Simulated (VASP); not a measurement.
```
AlNi
1.0
    2.89269     0.00000     0.00000
    0.00000     2.89269     0.00000
    0.00000     0.00000     2.89269
Al Ni
1 1
Direct
  0.50000   0.50000   0.50000
  0.00000   0.00000   0.00000
```

Level of theory: PBE GGA, VASP's PBE PAW potentials (set 64) (plane waves; VASP). Numerical set-up: 400 eV cut-off, Gaussian smearing of 0.050 eV, potentials Al Ni.

### Question
Give the energies of bands 1 to 9 at the high-symmetry points, in eV from the Fermi level.

### Answer

```
band       Γ      X      M      R
----  ------  -----  -----  -----
1     -11.06  -6.89  -5.26  -4.04
2      -3.17  -6.72  -3.32  -4.04
3      -3.17  -2.71  -2.86  -4.04
4      -1.52  -2.21  -2.86  -0.97
5      -1.52  -2.21  -2.04  -0.97
6      -1.52  -1.44  -2.04   2.01
7       5.44  -0.65  -1.00   2.01
8       5.44   8.26   1.45   2.01
9       5.44   9.95   2.40   3.57
```

It has no gap at this level: it comes out as a metal or semimetal.

The compound is NiAl in the CsCl type structure. It was relaxed first. The run is not spin-polarised, so no magnetic state was tried. The electron count is odd and the run is not spin-polarised, which forces a metal.
